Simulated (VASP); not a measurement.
Here is the system:

```
AuCu3
1.0
    3.82500     0.00000     0.00000
    0.00000     3.82500     0.00000
    0.00000     0.00000     3.82500
Cu Au
3 1
Direct
  0.00000   0.50000   0.50000
  0.50000   0.00000   0.50000
  0.50000   0.50000   0.00000
  0.00000   0.00000   0.00000
```

These are PBE GGA, VASP's PBE PAW potentials (set 64) (plane waves; VASP 6.6.1) values and carry that method's errors. Run with 400 eV cut-off, 7×7×7 Γ-centred mesh, first-order Methfessel-Paxton smearing of 0.10 eV, potentials Cu Au.

Unless said otherwise, spin-orbit coupling is left out, though it shifts the bands of the heavy elements here.

**Question.** Predict the energy per atom (σ→0), pressure, band gap (on the k-mesh) with the smallest direct gap where there is one.

**Answer.** 
```
Quantity                                                     Value
------------------------  ----------------------------------------
band gap (on the k-mesh)  none (metal, semimetal or under 0.01 eV)
energy per atom (σ→0)                               -3.640 eV/atom
pressure                                                 -4.78 GPa
```

Total energies compare only between runs with the same potentials, cut-off and functional.

The compound is Cu3Au in the L1_2 structure. The cell was not relaxed at this level.
